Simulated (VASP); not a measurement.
Given:

```
LiF
1.0
    0.00000     2.02391     2.02391
    2.02391     0.00000     2.02391
    2.02391     2.02391     0.00000
Li F
1 1
Cartesian
  0.00000   0.00000   0.00000
  2.02391   2.02391   2.02391
```

The numbers are results of vdW-DF-cx, VASP's PBE PAW potentials (set 64) (plane waves; VASP 6.6.1), not measurements. Run with 520 eV cut-off, 11×11×11 Γ-centred mesh, Gaussian smearing of 0.050 eV, potentials Li_sv F.

Problem. Give the energy at these volumes per atom, relative to the lowest: 7.72, 7.97, 8.22, 8.46, 8.71 Å³.

Solution. 9.6, 2.8, 0.0, 0.6, 4.1 meV/atom. A third-order Birch-Murnaghan fit gives B0 = 70.5 GPa and B0′ = 4.5.

The compound is LiF in the rock salt structure. It was relaxed first.
